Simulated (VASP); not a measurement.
Given:

```
CELL_PARAMETERS angstrom
      0.00000     3.35205     3.35205
      3.35205     0.00000     3.35205
      3.35205     3.35205     0.00000
ATOMIC_POSITIONS crystal
  Rb 0.00000 0.00000 0.00000
  Cl 0.50000 0.50000 0.50000
```

Computed with PBE GGA, VASP's PBE PAW potentials (set 64) (plane waves; VASP). Settings: 400 eV cut-off, 9×9×9 Γ-centred mesh, Gaussian smearing of 0.010 eV, potentials Rb_sv Cl.

Question: What does the run give for the energy per atom (σ→0), band gap (on the k-mesh) with the smallest direct gap where there is one?

Answer: 
```
Item                                          Value
-----------------------------------  --------------
band gap (on the k-mesh)                    4.82 eV
smallest direct gap (on the k-mesh)         4.82 eV
energy per atom (σ→0)                -3.338 eV/atom
```

The compound is RbCl in the rock salt structure. It was relaxed first, which changed the volume by +6 %.
